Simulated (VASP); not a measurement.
A run of VASP 6.6.1 is set up as follows.

Contents of INCAR:

```
PREC = Accurate
ENCUT = 520
EDIFF = 1E-6
ISMEAR = 1
SIGMA = 0.1
LREAL = False
LASPH = True
NELM = 80
ALGO = Normal
ISIF = 2
LWAVE = False
LCHARG = False
LDIPOL = True
IDIPOL = 3
DIPOL = 0.5 0.5 0.500
GGA = MK
LUSE_VDW = True
AGGAC = 0.0
PARAM1 = 0.1234
PARAM2 = 0.711357
ZAB_VDW = -1.8867
IBRION = 2
NSW = 80
EDIFFG = -0.02
KPAR = 4
```

KPOINTS

```
regular mesh
0
Gamma
  12 12 1
```

File POSCAR:

```
TiTe2
1.0
    3.7524374500      0.0000000000      0.0000000000
   -1.8762192700      3.2497064800      0.0000000000
    0.0000000000      0.0000000000     31.4858250300
Te Ti
6 3
Direct
    0.3333330000      0.6666660000      0.2382024300
    0.6666670000      0.3333340000      0.3475435400
    0.3333330000      0.6666660000      0.4453294500
    0.6666670000      0.3333340000      0.5546705500
    0.3333330000      0.6666660000      0.6524564600
    0.6666670000      0.3333340000      0.7617975700
    0.0000000000      0.0000000000      0.2928729800
    0.0000000000      0.0000000000      0.5000000000
    0.0000000000      0.0000000000      0.7071270200
```

Potentials or basis: VASP PAW PBE potentials, release 64 (Te, Ti_sv).

Run with:

```console
$ cat potpaw_PBE.64/Te/POTCAR potpaw_PBE.64/Ti_sv/POTCAR > POTCAR
$ mpirun -np 4 vasp_std > vasp.out
```

Q: Predict the energy gained by relaxing.

A: 0.3 meV/atom.

Q: Predict the band gap on the k mesh.

A: None (metal or under the smearing width).

Step by step:
```csv
step,energy change (eV),largest force (eV/Å),pressure (GPa)
1,0.0000,0.1424,0.04
2,-0.0025,0.0598,-0.02
3,-0.0028,0.0247,-0.04
4,-0.0029,0.0167,-0.05
```

Caveat: the PAW data sets were made with another functional, which shifts forces and pressure a little. The run has no spin-orbit coupling, so splittings on Te are missing.
